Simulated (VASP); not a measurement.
Here is the system:

```xyz
2
Lattice="1.8000 -3.1177 0.0000 1.8000 3.1177 0.0000 0.0000 0.0000 5.6900" Properties=species:S:1:pos:R:3 pbc="T T T"
Tb     1.8000     1.0392     1.4225
Tb     1.8000    -1.0392     4.2675
```

Method: PBE GGA with D4 dispersion, VASP's PBE PAW potentials (set 64) (plane waves; VASP). Run with 520 eV cut-off, 11×11×6 Γ-centred mesh, first-order Methfessel-Paxton smearing of 0.10 eV, potentials Tb_3.

The 4f electrons are frozen in the core of the lanthanide potential, so 4f levels, which can set the real gap, and their magnetism are missing.

**Question.** The ions, cell shape and volume are relaxed. What does this cell relax into?

**Answer.** 
```xyz
2
Lattice="1.8012 -3.1199 0.0000 1.8012 3.1199 0.0000 0.0000 0.0000 5.6133" Properties=species:S:1:pos:R:3 pbc="T T T"
Tb     1.8012     1.0400     1.4033
Tb     1.8012    -1.0400     4.2100
```
Space group P6_3/mmc (194), at a tolerance of 0.03 Å.

**Question.** How do energy and volume change from the first to the last step?

**Answer.** The energy (σ→0) changes by -1.3 meV/atom and the volume by -1.2 %, in 6 ionic steps.

| step | E(σ→0) (eV) | max force (eV/Å) | pressure (GPa) | volume (Å³) |
|---|---|---|---|---|
| 1 | -9.5615 | 0.000 | -0.55 | 63.86 |
| 2 | -9.5637 | 0.000 | 0.10 | 62.85 |
| 3 | -9.5637 | 0.000 | 0.10 | 62.88 |
| 4 | -9.5637 | 0.000 | 0.09 | 62.90 |
| 5 | -9.5639 | 0.000 | 0.06 | 62.98 |
| 6 | -9.5640 | 0.000 | 0.00 | 63.09 |

The compound is Tb in the hcp structure. This run relaxes it. Symmetry was kept, so distortions that lower it aren't found.
